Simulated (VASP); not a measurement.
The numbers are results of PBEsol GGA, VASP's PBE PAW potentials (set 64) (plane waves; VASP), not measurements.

VASP ran on this input.

**POSCAR**
```
CdSe
1.0
  0.0000000000   3.0250000000   3.0250000000
  3.0250000000   0.0000000000   3.0250000000
  3.0250000000   3.0250000000   0.0000000000
Cd Se
1 1
direct
  0.0000000000   0.0000000000   0.0000000000
  0.2500000000   0.2500000000   0.2500000000
```

**INCAR**
```
ALGO  =  Normal
EDIFF  =  1E-6
EDIFFG  =  -0.01
ENCUT  =  520
GGA  =  PS
IBRION  =  2
ISIF  =  3
ISMEAR  =  0
LASPH  =  .TRUE.
LCHARG  =  .FALSE.
LMAXMIX  =  4
LREAL  =  .FALSE.
LWAVE  =  .FALSE.
NELM  =  100
NSW  =  60
PREC  =  Accurate
SIGMA  =  0.05
SYSTEM  =  CdSe
```

### KPOINTS
```
K-points
0
gamma
  7 7 7
0 0 0
```

POTCAR, in this order: Cd Se (PBE.64 set). Program: vasp_std.

The run wrote:

File OSZICAR:
```
       N       E                     dE             d eps       ncg     rms          rms(c)
DAV:   1     0.108132974215E+03    0.10813E+03   -0.89311E+03   528   0.124E+03
DAV:   2    -0.185249011522E+01   -0.10999E+03   -0.10596E+03   575   0.291E+02
DAV:   3    -0.652649155738E+01   -0.46740E+01   -0.46610E+01   640   0.620E+01
DAV:   4    -0.655033635075E+01   -0.23845E-01   -0.23843E-01   545   0.440E+00
DAV:   5    -0.655047663629E+01   -0.14029E-03   -0.14028E-03   610   0.309E-01    0.649E+00
DAV:   6    -0.619626528633E+01    0.35421E+00   -0.71134E-01   737   0.122E+01    0.508E+00
DAV:   7    -0.617288415421E+01    0.23381E-01   -0.14998E-01   560   0.310E+00    0.227E+00
DAV:   8    -0.617164927994E+01    0.12349E-02   -0.15669E-02   545   0.190E+00    0.224E-01
DAV:   9    -0.617150564697E+01    0.14363E-03   -0.20810E-03   600   0.722E-01    0.524E-02
DAV:  10    -0.617151905050E+01   -0.13404E-04   -0.21074E-04   545   0.225E-01    0.379E-02
DAV:  11    -0.617154208883E+01   -0.23038E-04   -0.45159E-05   530   0.605E-02    0.149E-02
DAV:  12    -0.617154138625E+01    0.70258E-06   -0.49171E-06   610   0.352E-02
   1 F= -.61715414E+01 E0= -.61715414E+01  d E =-.617154E+01
       N       E                     dE             d eps       ncg     rms          rms(c)
DAV:   1    -0.633139427375E+01   -0.15985E+00   -0.32735E+00   575   0.246E+01    0.309E+00
DAV:   2    -0.619289207129E+01    0.13850E+00   -0.34034E-01   550   0.929E+00    0.108E+00
DAV:   3    -0.617749589823E+01    0.15396E-01   -0.39211E-02   565   0.232E+00    0.941E-01
DAV:   4    -0.617562368473E+01    0.18722E-02   -0.28179E-03   530   0.480E-01    0.170E-01
DAV:   5    -0.617550779919E+01    0.11589E-03   -0.58872E-04   610   0.364E-01    0.354E-02
DAV:   6    -0.617550365531E+01    0.41439E-05   -0.88208E-05   545   0.131E-01    0.177E-02
DAV:   7    -0.617550630991E+01   -0.26546E-05   -0.45863E-06   585   0.173E-02    0.335E-03
DAV:   8    -0.617550624876E+01    0.61155E-07   -0.58127E-07   280   0.108E-02
   2 F= -.61755062E+01 E0= -.61755062E+01  d E =-.396486E-02
       N       E                     dE             d eps       ncg     rms          rms(c)
DAV:   1    -0.618850686840E+01   -0.13001E-01   -0.25380E-01   575   0.672E+00    0.797E-01
DAV:   2    -0.617738154064E+01    0.11125E-01   -0.28792E-02   560   0.271E+00    0.270E-01
DAV:   3    -0.617626236491E+01    0.11192E-02   -0.30757E-03   555   0.623E-01    0.230E-01
DAV:   4    -0.617615566441E+01    0.10670E-03   -0.21747E-04   540   0.149E-01    0.358E-02
DAV:   5    -0.617615128826E+01    0.43761E-05   -0.39329E-05   595   0.966E-02    0.169E-02
DAV:   6    -0.617615224356E+01   -0.95531E-06   -0.69006E-06   555   0.368E-02
   3 F= -.61761522E+01 E0= -.61761522E+01  d E =-.461086E-02
```

### OUTCAR
```
------------------------ aborting loop because EDIFF is reached ----------------------------------------
  FORCE on cell =-STRESS in cart. coord.  units (eV):
  Direction    XX          YY          ZZ          XY          YZ          ZX
  --------------------------------------------------------------------------------------
  Total       -0.0034556     -0.0034556     -0.0034556      0.0000000      0.0000000      0.0000000
  in kB       -0.0978212     -0.0978212     -0.0978212      0.0000000      0.0000000      0.0000000
  external PRESSURE =      -0.0978212 kB  Pullay stress =       0.0000000 kB
  volume of cell :       56.60
      direct lattice vectors                 reciprocal lattice vectors
     0.000000000  3.047347284  3.047347284    -0.164077131  0.164077131  0.164077131
     3.047347284 -0.000000000  3.047347284     0.164077131 -0.164077131  0.164077131
     3.047347284  3.047347284 -0.000000000     0.164077131  0.164077131 -0.164077131
  FREE ENERGIE OF THE ION-ELECTRON SYSTEM (eV)
  ---------------------------------------------------
  free  energy   TOTEN  =        -6.1761522436 eV

  energy  without entropy=       -6.1761522436  energy(sigma->0) =       -6.17615224

 reached required accuracy - stopping structural energy minimisation
```
(Selected blocks of OUTCAR.)

CONTCAR:
```
CdSe
   1.00000000000000
     0.0000000000000000    3.0473472835253208    3.0473472835253208
     3.0473472835253208   -0.0000000000000000    3.0473472835253208
     3.0473472835253208    3.0473472835253208   -0.0000000000000000
  Cd              Se
     1     1
Direct
     0.0000000000000000    0.0000000000000000    0.0000000000000000
     0.2500000000000000    0.2500000000000000    0.2500000000000000
```

Energy and stress use the plane-wave basis of the starting cell.

The compound is CdSe in the zinc blende structure, whereas wurtzite is the usual form. This run relaxes it. Symmetry was kept, so distortions that lower it aren't found.
